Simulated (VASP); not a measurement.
# Nb3B5 (P-62m) in VASP: elastic constants with PBE

Aim: the elastic constants of Nb3B5 with PBE.

All numbers are computed with VASP 6.6.1; they aren't measurements. Logs are shortened: lines on timing, memory, paths and dates and some standing lists are left out, and cuts for length are marked.

### Step 1. The crystal as given

It takes space group P-62m (No. 189, hexagonal). Conventional cell: a = 5.406 Å, b = 5.406 Å, c = 3.213 Å, α = 90.00°, β = 90.00°, γ = 120.00°. Nb (site symmetry m2m) has 10 B at 2.40 to 2.43 Å as nearest neighbours. Around B (site symmetry -6) lie 3 B at 1.77 Å. Around B (site symmetry m2m) lie 2 B at 1.77 Å.

The cell was built by a generator and needn't be a form met in nature.

### Step 2. Elastic constants, PBE

File POSCAR:

```
Nb3B5
1.0
    5.4058260000      0.0000000000      0.0000000000
   -2.7029130000      4.6815830000      0.0000000000
    0.0000000000      0.0000000000      3.2134200000
Nb B
3 5
Direct
    0.0000000000      0.6753220000      0.0000000000
    0.3246780000      0.3246780000      0.0000000000
    0.6753220000      0.0000000000      0.0000000000
    0.6666670000      0.3333330000      0.5000000000
    0.3333330000      0.6666670000      0.5000000000
    0.0000000000      0.3447180000      0.5000000000
    0.3447180000      0.0000000000      0.5000000000
    0.6552820000      0.6552820000      0.5000000000
```

File INCAR.step1:

```
ALGO = Normal
EDIFF = 1E-8
EDIFFG = -0.002
ENCUT = 520
GGA = PE
IBRION = 2
ISIF = 3
ISMEAR = 0
KPAR = 8
LASPH = True
LCHARG = False
LREAL = False
LWAVE = False
NELM = 100
NSW = 40
PREC = Accurate
SIGMA = 0.1
```

File INCAR.step2:

```
ALGO = Normal
EDIFF = 1E-8
ENCUT = 520
GGA = PE
IBRION = 6
ISIF = 3
ISMEAR = 0
KPAR = 8
LASPH = True
LCHARG = False
LREAL = False
LWAVE = False
NELM = 100
NFREE = 2
NSW = 1
POTIM = 0.015
PREC = Accurate
SIGMA = 0.1
```

File KPOINTS:

```
k-points
0
Gamma
  5 5 8
```

Potentials or basis: VASP PAW PBE potentials, release 64 (Nb_sv, B).

Launch:

```sh
cat potpaw_PBE.64/Nb_sv/POTCAR potpaw_PBE.64/B/POTCAR > POTCAR
cp INCAR.step1 INCAR
mpirun -np 8 vasp_std > vasp.out
cp CONTCAR POSCAR
cp INCAR.step2 INCAR
mpirun -np 8 vasp_std > vasp.out
```

OUTCAR:

```text
EDIFF = 1E-8
   ENCUT = 520
   GGA = PE
   IBRION = 6
   ISIF = 3
   ISMEAR = 0
   LASPH = True
   LREAL = False
   NELM = 100
   NFREE = 2
   NSW = 1
   POTIM = 0.015
   PREC = Accurate

 ion  position               nearest neighbor table
   1  0.000  0.675  0.000-   6 2.40   6 2.40   8 2.42   8 2.42   7 2.42   7 2.42   5 2.43   5 2.43
                             4 2.43   4 2.43   3 3.04   2 3.04
   2  0.325  0.325  0.000-   8 2.40   8 2.40   6 2.42   6 2.42   7 2.42   7 2.42   4 2.43   4 2.43
                             5 2.43   5 2.43   3 3.04   1 3.04
   3  0.675  0.000  0.000-   7 2.40   7 2.40   8 2.42   6 2.42   6 2.42   8 2.42   4 2.43   4 2.43
                             5 2.43   5 2.43   2 3.04   1 3.04
   4  0.667  0.333  0.500-   6 1.77   7 1.77   8 1.77   3 2.43   3 2.43   1 2.43   1 2.43   2 2.43
                             2 2.43
   5  0.333  0.667  0.500-   7 1.77   6 1.77   8 1.77   1 2.43   1 2.43   3 2.43   3 2.43   2 2.43
                             2 2.43
   6  0.000  0.345  0.500-   4 1.77   5 1.77   1 2.40   1 2.40   2 2.42   2 2.42   3 2.42   3 2.42

   7  0.345  0.000  0.500-   5 1.77   4 1.77   3 2.40   3 2.40   1 2.42   1 2.42   2 2.42   2 2.42

   8  0.655  0.655  0.500-   5 1.77   4 1.77   2 2.40   2 2.40   1 2.42   1 2.42   3 2.42   3 2.42

  LATTYP: Found a hexagonal cell.
 ALAT       =     5.4054415906
 C/A-ratio  =     0.5944911372

  Lattice vectors:

 A1 = (   5.4054415906,   0.0000000000,   0.0000000000)
 A2 = (  -2.7027207953,   4.6812500916,   0.0000000000)
 A3 = (   0.0000000000,   0.0000000000,   3.2134871184)

Analysis of symmetry for initial positions (statically):
=====================================================================
 Subroutine PRICEL returns:
 Original cell was already a primitive cell.

 Routine SETGRP: Setting up the symmetry group for a
 hexagonal supercell.

 Subroutine GETGRP returns: Found 12 space group operations
 (whereof 12 operations were pure point group operations)
 out of a pool of 24 trial point group operations.

The static configuration has the point symmetry D_3h.

Analysis of symmetry for dynamics (positions and initial velocities):
=====================================================================
 Subroutine PRICEL returns:
 Original cell was already a primitive cell.

 Routine SETGRP: Setting up the symmetry group for a
 hexagonal supercell.

 Subroutine GETGRP returns: Found 12 space group operations
 (whereof 12 operations were pure point group operations)
 out of a pool of 24 trial point group operations.

The dynamic configuration has the point symmetry D_3h.

 Subroutine INISYM returns: Found 12 space group operations
 (whereof 12 operations are pure point group operations),
 and found     1 'primitive' translations

----------------------------------------------------------------------------------------

                                     Primitive cell

  volume of cell :      81.3148

  direct lattice vectors                    reciprocal lattice vectors
     5.405441591  0.000000000  0.000000000     0.184998762  0.106809077  0.000000000
    -2.702720795  4.681250092  0.000000000     0.000000000  0.213618153  0.000000000
     0.000000000  0.000000000  3.213487118     0.000000000  0.000000000  0.311188427

  length of vectors
     5.405441591  5.405441898  3.213487118     0.213618166  0.213618153  0.311188427

  position of ions in fractional coordinates (direct lattice)
     1.000000000  0.675495136  0.000000000
     0.324504864  0.324504864  0.000000000
     0.675495136  0.000000000  0.000000000
     0.666667000  0.333333000  0.500000000
     0.333333000  0.666667000  0.500000000
     1.000000000  0.345078558  0.500000000
     0.345078558  0.000000000  0.500000000
     0.654921442  0.654921442  0.500000000

  ion indices of the primitive-cell ions
   primitive index   ion index
                 1           1
                 2           2
                 3           3
                 4           4
                 5           5
                 6           6
                 7           7
                 8           8

[... 105 lines left out ...]
  volume of cell :       81.31
 maximum number of plane-waves:      2208
   NGX = 21   NGY = 21   NGZ = 11

--------------------------------------- Ionic step        1  -------------------------------------------

 number of electron      54.0000006 magnetization

 Free energy of the ion-electron system (eV)
  ---------------------------------------------------
  ext. energy  EPLUGINS =         0.00000000
  ---------------------------------------------------
  free energy    TOTEN  =       -69.88331857 eV

  energy without entropy =      -69.87225597  energy(sigma->0) =      -69.87778727

------------------------ aborting loop because EDIFF is reached ----------------------------------------

  FORCE on cell =-STRESS in cart. coord.  units (eV):
  Direction    XX          YY          ZZ          XY          YZ          ZX
  --------------------------------------------------------------------------------------
  -------------------------------------------------------------------------------------
  Total        0.0000292      0.0000292     -0.0004315      0.0000000      0.0000000      0.0000000
  in kB        0.0005751      0.0005751     -0.0085015      0.0000000      0.0000000      0.0000000
  external PRESSURE =      -0.0024504 kB  Pullay stress =       0.0000000 kB
[... 107 lines left out ...]
  FREE ENERGIE OF THE ION-ELECTRON SYSTEM (eV)
  ---------------------------------------------------
  free  energy   TOTEN  =       -69.8507931055 eV

  energy  without entropy=      -69.8405474783  energy(sigma->0) =      -69.84567029

[... ionic steps 4 to 22 ...]

--------------------------------------- Ionic step       23  -------------------------------------------

 number of electron      54.0000006 magnetization

------------------------ aborting loop because EDIFF is reached ----------------------------------------
[... 79 lines left out ...]
--------------------------------------- Ionic step       25  -------------------------------------------

 number of electron      54.0000006 magnetization

 Free energy of the ion-electron system (eV)
  ---------------------------------------------------
  ext. energy  EPLUGINS =         0.00000000
  ---------------------------------------------------
  free energy    TOTEN  =       -69.88211219 eV

  energy without entropy =      -69.87104781  energy(sigma->0) =      -69.87658000

 E-fermi :  10.8572     XC(G=0): -12.7952

 val. band max:       10.8450129732   @ k =   0.4000  -0.0000   0.5000
 cond. band min:      10.9064389092   @ k =  -0.0000  -0.4000   0.1250
 fundamental gap:      0.0614259360
 Fermi energy:        10.8571915423

 k-point     1 :       0.0000    0.0000    0.0000
  band No.  band energies     occupation
      1     -44.0642      2.00000
      2     -43.9720      2.00000
      3     -43.9720      2.00000
      4     -20.3465      2.00000
      5     -20.3225      2.00000
      6     -20.3224      2.00000
[... 829 lines left out ...]
     31      14.3249      0.00000
     32      14.4989      0.00000

 [... further k-points ...]

------------------------ aborting loop because EDIFF is reached ----------------------------------------

  FORCE on cell =-STRESS in cart. coord.  units (eV):
  Direction    XX          YY          ZZ          XY          YZ          ZX
  --------------------------------------------------------------------------------------
  -------------------------------------------------------------------------------------
  Total        0.0026995      0.0033258      0.0026095     -0.0005424     -0.0433684      0.0250387
  in kB        0.0531890      0.0655294      0.0514152     -0.0106870     -0.8545039      0.4933483
  external PRESSURE =       0.0567112 kB  Pullay stress =       0.0000000 kB
[... 23 lines left out ...]
  FREE ENERGIE OF THE ION-ELECTRON SYSTEM (eV)
  ---------------------------------------------------
  free  energy   TOTEN  =       -69.8821121930 eV

  energy  without entropy=      -69.8710478118  energy(sigma->0) =      -69.87658000

 INTERNAL STRAIN TENSORS FROM STRAINED CELLS
 ============================================

 INTERNAL STRAIN TENSOR FOR ION    1 for displacements in x,y,z  (eV/Angst):
          X           Y           Z          XY          YZ          ZX
  --------------------------------------------------------------------------------
  x    -0.27282     0.63087     2.43877    -1.58311     0.00015     0.00044
  y     1.22996    -1.87018    -4.22407     2.22477     0.00015    -0.00002
  z     0.00000     0.00000     0.00000     0.00000    -4.30099     2.48424

 INTERNAL STRAIN TENSORS FROM DISPLACED ATOMS
 ============================================

 INTERNAL STRAIN TENSOR FOR ION    1 for displacements in x,y,z  (eV/Angst):
          X           Y           Z          XY          YZ          ZX
  --------------------------------------------------------------------------------
  x    -0.27469     0.62093     2.44705    -1.54258     0.00000     0.00000
  y     1.24272    -1.84243    -4.23842     2.22903     0.00000     0.00000
  z    -0.00000     0.00000     0.00000     0.00000    -4.29649     2.48058

 INTERNAL STRAIN TENSOR FOR ION    8 for displacements in x,y,z  (eV/Angst):
          X           Y           Z          XY          YZ          ZX
  --------------------------------------------------------------------------------
  x    -3.94868    -0.85987     0.39384    -3.50389     0.00000     0.00000
  y    -0.66044    -7.66822     0.68214    -2.50153     0.00000     0.00000
  z     0.00000    -0.00000     0.00000    -0.00000    -2.88913    -1.66804

 Eigenvectors and eigenvalues of the dynamical matrix
 ----------------------------------------------------

   1 f  =   25.469811 THz   160.031543 2PiTHz  849.581451 cm-1   105.334628 meV
             X         Y         Z           dx          dy          dz
     -1.825675  3.162162  0.000000     0.012488    0.004065   -0.000000
      0.877046  1.519088  0.000000    -0.012488    0.004065    0.000000
      3.651350  0.000000  0.000000    -0.000000    0.025695   -0.000000
      2.702723  1.560415  1.606744     0.305463    0.352256    0.000000
     -0.000003  3.120835  1.606744    -0.305463    0.352256    0.000000
     -0.932651  1.615399  1.606744    -0.295341   -0.097381   -0.000000
      1.865302  0.000000  1.606744     0.000000   -0.608928   -0.000000
      1.770070  3.065851  1.606744     0.295341   -0.097381   -0.000000
[... 243 lines left out ...]
  24 f/i=    0.003975 THz     0.024976 2PiTHz    0.132596 cm-1     0.016440 meV
             X         Y         Z           dx          dy          dz
     -1.825675  3.162162  0.000000    -0.002849    0.528309   -0.000000
      0.877046  1.519088  0.000000    -0.002869    0.528309   -0.000000
      3.651350  0.000000  0.000000    -0.002859    0.528326   -0.000000
      2.702723  1.560415  1.606744    -0.000998    0.180372   -0.000000
     -0.000003  3.120835  1.606744    -0.000954    0.180372   -0.000000
     -0.932651  1.615399  1.606744    -0.000972    0.180324   -0.000000
      1.865302  0.000000  1.606744    -0.000976    0.180331   -0.000000
      1.770070  3.065851  1.606744    -0.000980    0.180324   -0.000000

--------------------------------------------------------------------------------------------------------

 ELASTIC MODULI CONTR FROM IONIC RELAXATION (kBar)
 Direction    XX          YY          ZZ          XY          YZ          ZX
 --------------------------------------------------------------------------------
 XX        -247.0448      0.7468     42.1922     -0.0000      0.0000     -0.0000
 YY           0.7468   -247.0448     42.1922      0.0000      0.0000     -0.0000
 ZZ          42.1922     42.1922    -87.0495      0.0000     -0.0000      0.0000
 XY          -0.0000      0.0000      0.0000   -123.8958     -0.0000     -0.0000
 YZ           0.0000      0.0000     -0.0000     -0.0000    -59.2972     -0.0000
 ZX          -0.0000     -0.0000      0.0000     -0.0000     -0.0000    -59.2972
 --------------------------------------------------------------------------------

 TOTAL ELASTIC MODULI (kBar)
 Direction    XX          YY          ZZ          XY          YZ          ZX
 --------------------------------------------------------------------------------
 XX        5266.8314   1354.3401   1410.7145     -0.0000      0.0000     -0.0000
 YY        1354.3401   5266.8330   1410.7147      0.0000      0.0000     -0.0000
 ZZ        1410.7145   1410.7147   4995.6278      0.0000     -0.0000      0.0000
 XY          -0.0000      0.0000      0.0000   1956.2461     -0.0000     -0.0000
 YZ           0.0000      0.0000     -0.0000     -0.0000   2431.7331     -0.0000
 ZX          -0.0000     -0.0000      0.0000     -0.0000     -0.0000   2431.7327
 --------------------------------------------------------------------------------
```

Wall time 12 min (8 MPI ranks of Intel Xeon Platinum 8259CL at 2.50GHz (Skylake/Cascade Lake), shared host); peak memory 0.42 GiB.

What came out:

```yaml
Voigt_bulk_modulus: 265 GPa
Highest_phonon_frequency_at_Γ_LO-TO_splitting_left_out: 850 cm⁻¹
```

Phonon frequencies in cm⁻¹ (negative: imaginary):
```csv
q point,frequencies
"(0.000, 0.000, 0.000)",0 0 0 228 228 233 239 247 247 481 481 486 536 536 540 548 555 555 558 724 724 750 850 850
```

Elastic tensor in Voigt notation (GPa, in the Cartesian axes of the cell as first typed):
```
527 135 141   0   0   0
135 527 141   0   0   0
141 141 500   0   0   0
  0   0   0 243   0   0
  0   0   0   0 243   0
  0   0   0   0   0 196
```

Clamped-ion elastic tensor (GPa):
```
551 135 137   0   0   0
135 551 137   0   0   0
137 137 508   0   0   0
  0   0   0 249   0   0
  0   0   0   0 249   0
  0   0   0   0   0 208
```
